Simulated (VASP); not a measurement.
# TiPd (P4/mmm) in VASP: single point with LDA

Aim: the single point of TiPd with LDA.

All numbers are computed with VASP 6.6.1; they aren't measurements. Logs are shortened: lines on timing, memory, paths and dates and some standing lists are left out, and cuts for length are marked.

### 1 The crystal as given

The structure is tetragonal, space group P4/mmm (No. 123). Conventional cell: a = 2.815 Å, b = 2.815 Å, c = 3.866 Å, α = 90.00°, β = 90.00°, γ = 90.00°. Ti (site symmetry 4/mmm) is surrounded by 8 Pd at 2.77 Å and 4 Ti at 2.81 Å. Around Pd (site symmetry 4/mmm) lie 8 Ti at 2.77 Å and 4 Pd at 2.81 Å.

The cell comes from a database or a generator and needn't be the stable form of this composition.

### 2 Single point, LDA

INCAR

```
SYSTEM = TiPd
PREC = Accurate ; ENCUT = 520
EDIFF = 1E-7 ; ISMEAR = 0
SIGMA = 0.15 ; LREAL = .False.
LASPH = .True. ; NELM = 100
ALGO = Fast ; ISIF = 2
LWAVE = .False. ; LCHARG = .False.
GGA = CA ; NBANDS = 18
```

KPOINTS

```
regular mesh
0
Gamma
  16 16 12
  0 0 0
```

POSCAR

```
TiPd
1.0
    2.8147090400      0.0000000000      0.0000000000
    0.0000000000      2.8147090400      0.0000000000
    0.0000000000      0.0000000000      3.8657642400
Ti Pd
1 1
Direct
    0.0000000000      0.0000000000      0.0000000000
    0.5000000000      0.5000000000      0.5000000000
```

Potentials or basis: VASP PAW LDA potentials, release 64 (Ti_sv, Pd).

On the command line:

```console
> cat potpaw_LDA.64/Ti_sv/POTCAR potpaw_LDA.64/Pd/POTCAR > POTCAR
> mpirun -np 1 vasp_std > vasp.out
```

OUTCAR:

```text
SYSTEM = TiPd
   PREC = Accurate
   ENCUT = 520
   EDIFF = 1E-7
   ISMEAR = 0
   LREAL = .False.
   LASPH = .True.
   NELM = 100
   ISIF = 2
   GGA = CA

 ion  position               nearest neighbor table
   1  0.000  0.000  0.000-   2 2.77   2 2.77   2 2.77   2 2.77   2 2.77   2 2.77   2 2.77   2 2.77

   2  0.500  0.500  0.500-   1 2.77   1 2.77   1 2.77   1 2.77   1 2.77   1 2.77   1 2.77   1 2.77

  LATTYP: Found a simple tetragonal cell.
 ALAT       =     2.8147090400
 C/A-ratio  =     1.3734152216

  Lattice vectors:

 A1 = (   2.8147090400,   0.0000000000,   0.0000000000)
 A2 = (   0.0000000000,   2.8147090400,   0.0000000000)
 A3 = (   0.0000000000,   0.0000000000,   3.8657642400)

Analysis of symmetry for initial positions (statically):
=====================================================================
 Subroutine PRICEL returns:
 Original cell was already a primitive cell.

 Routine SETGRP: Setting up the symmetry group for a
 simple tetragonal supercell.

 Subroutine GETGRP returns: Found 16 space group operations
 (whereof 16 operations were pure point group operations)
 out of a pool of 16 trial point group operations.

The static configuration has the point symmetry D_4h.

Analysis of symmetry for dynamics (positions and initial velocities):
=====================================================================
 Subroutine PRICEL returns:
 Original cell was already a primitive cell.

 Routine SETGRP: Setting up the symmetry group for a
 simple tetragonal supercell.

 Subroutine GETGRP returns: Found 16 space group operations
 (whereof 16 operations were pure point group operations)
 out of a pool of 16 trial point group operations.

The dynamic configuration has the point symmetry D_4h.

 Subroutine INISYM returns: Found 16 space group operations
 (whereof 16 operations are pure point group operations),
 and found     1 'primitive' translations

----------------------------------------------------------------------------------------

                                     Primitive cell

  volume of cell :      30.6269

  direct lattice vectors                    reciprocal lattice vectors
     2.814709040  0.000000000  0.000000000     0.355276508  0.000000000  0.000000000
     0.000000000  2.814709040  0.000000000     0.000000000  0.355276508  0.000000000
     0.000000000  0.000000000  3.865764240     0.000000000  0.000000000  0.258681062

  length of vectors
     2.814709040  2.814709040  3.865764240     0.355276508  0.355276508  0.258681062
[... 81 lines left out ...]
   EDIFF  = 0.1E-06   stopping-criterion for ELM
   LREAL  =      F    real-space projection
   EDIFFG = 0.1E-05   stopping-criterion for IOM
   NSW    =      0    number of steps for IOM
   IBRION =     -1    ionic relax: 0-MD 1-quasi-New 2-CG
   NFREE  =      0    steps in history (QN), initial steepest desc. (CG)
   ISIF   =      2    stress and relaxation
   ISYM   =      2    0-nonsym 1-usesym 2-fastsym
   POTIM  = 0.5000    time-step for ionic-motion
   TEBEG  =    0.0;   TEEND  =   0.0 temperature during run
   PSTRESS=    0.0 pullay stress
   NELECT =      22.0000    total number of electrons
   NUPDOWN=      -1.0000    fix difference up-down
   EMIN   =  10.00;   EMAX   =-10.00  energy-range for DOS
   EFERMI =   0.00;   METHOD = LEGACY
   ISMEAR =     0;   SIGMA  =   0.15  broadening in eV -4-tet -1-fermi 0-gaus
   EFERMI_NEDOS =   21; number of points for ismear=-14 and -15
   IALGO  =     68    algorithm
   IMIX   =      4    mixing-type and parameters
     AMIX     =   0.40;   BMIX     =  1.00
     AMIX_MAG =   1.60;   BMIX_MAG =  1.00
  volume/ion in A,a.u.               =      15.31       103.34
  Fermi-wavevector in a.u.,A,eV,Ry     =   1.466161  2.770642 29.247457  2.149627
  Thomas-Fermi vector in A             =   2.581931
   LORBIT       =      0    0 simple, 1 ext, 2 COOP (PROOUT), +10 PAW based schemes
   GGA     = CA    functional components
   LHFCALC =     F    Hartree Fock is set to
   AEXX    =    0.0000 exact exchange contribution
   IVDW    =     0    specifies the selected vdW correction
   LEPSILON=     F    determine dielectric tensor
   LRPA    =     F    only Hartree local field effects (RPA)
 non-spin polarized calculation
 RMM-DIIS sequential band-by-band and
 Gauss-broadening in eV      SIGMA  =   0.15
  energy-cutoff  :      520.00
  volume of cell :       30.63
 maximum number of plane-waves:       848
 NGX is ok and might be reduce to    24
   NGX = 11   NGY = 11   NGZ = 15

 number of electron      22.0000000 magnetization

 Free energy of the ion-electron system (eV)
  ---------------------------------------------------
  ext. energy  EPLUGINS =         0.00000000
  ---------------------------------------------------
  free energy    TOTEN  =       -16.17893689 eV

  energy without entropy =      -16.15254158  energy(sigma->0) =      -16.16573924

 E-fermi :   9.7984     XC(G=0): -12.8569

 val. band max:        9.7954964820   @ k =   0.1875   0.1250   0.2500
 cond. band min:       9.7993823842   @ k =   0.5000   0.0625   0.3333
 fundamental gap:      0.0038859022
 Fermi energy:         9.7984440834

 k-point     1 :       0.0000    0.0000    0.0000
  band No.  band energies     occupation
      1     -46.5431      2.00000
      2     -23.2300      2.00000
      3     -22.8740      2.00000
      4     -22.8740      2.00000
      5       2.5401      2.00000
      6       4.4809      2.00000
[... 481 lines left out ...]
      5       5.5150      2.00000
      6       5.5540      2.00000
[... 10 lines left out ...]
     17      21.7023      0.00000
     18      21.9942      0.00000

 [... further k-points ...]

------------------------ aborting loop because EDIFF is reached ----------------------------------------

  FORCE on cell =-STRESS in cart. coord.  units (eV):
  Direction    XX          YY          ZZ          XY          YZ          ZX
  --------------------------------------------------------------------------------------
  -------------------------------------------------------------------------------------
  Total       -1.6671814     -1.6671814     -1.7280828      0.0000000      0.0000000     -0.0000000
  in kB      -87.2149748    -87.2149748    -90.4008970      0.0000000      0.0000000     -0.0000000
  external PRESSURE =     -88.2769489 kB  Pullay stress =       0.0000000 kB

 VOLUME and BASIS-vectors are now :
 -----------------------------------------------------------------------------
  energy-cutoff  :      520.00
  volume of cell :       30.63
      direct lattice vectors                 reciprocal lattice vectors
     2.814709040  0.000000000  0.000000000     0.355276508  0.000000000  0.000000000
     0.000000000  2.814709040  0.000000000     0.000000000  0.355276508  0.000000000
     0.000000000  0.000000000  3.865764240     0.000000000  0.000000000  0.258681062

 POSITION                                       TOTAL-FORCE (eV/Angst)
 -----------------------------------------------------------------------------------
      0.00000      0.00000      0.00000         0.000000      0.000000      0.000000
      1.40735      1.40735      1.93288         0.000000      0.000000      0.000000
 -----------------------------------------------------------------------------------
    total drift:                                0.000000      0.000000     -0.000000

  FREE ENERGIE OF THE ION-ELECTRON SYSTEM (eV)
  ---------------------------------------------------
  free  energy   TOTEN  =       -16.1789368903 eV

  energy  without entropy=      -16.1525415802  energy(sigma->0) =      -16.16573924
```

Run time: 2.3 min. Hardware: 1 thread of Intel Xeon 6975P-C (Granite Rapids), shared host; peak memory 0.28 GiB.

What came out:

- Free energy: -16.1789 eV
- Pressure: -8.8 GPa
- Band gap on the k mesh: none (metal or under the smearing width)

Levels at points of the mesh, in eV from the Fermi level:
| k point | band 8 | band 9 | band 10 | band 11 | band 12 | band 13 | band 14 | band 15 |
| --- | --- | --- | --- | --- | --- | --- | --- | --- |
| (0.00, 0.00, 0.00) | -2.89 | -2.89 | -1.82 | -0.46 | 0.63 | 2.72 | 2.72 | 2.99 |
| (0.50, 0.00, 0.00) | -2.85 | -2.65 | -2.37 | -0.82 | -0.49 | 1.24 | 1.36 | 2.16 |
| (0.50, 0.50, 0.00) | -4.74 | -0.86 | 0.46 | 2.30 | 2.30 | 2.57 | 2.59 | 2.59 |
| (0.00, 0.00, 0.50) | -2.61 | -2.61 | -2.60 | -1.75 | -1.07 | 1.03 | 1.69 | 1.69 |
| (0.50, 0.00, 0.50) | -3.15 | -2.84 | -0.04 | 0.08 | 0.32 | 0.60 | 2.19 | 2.71 |
| (0.50, 0.50, 0.50) | -2.39 | -2.18 | -1.05 | -1.05 | -0.86 | 2.01 | 3.84 | 8.49 |
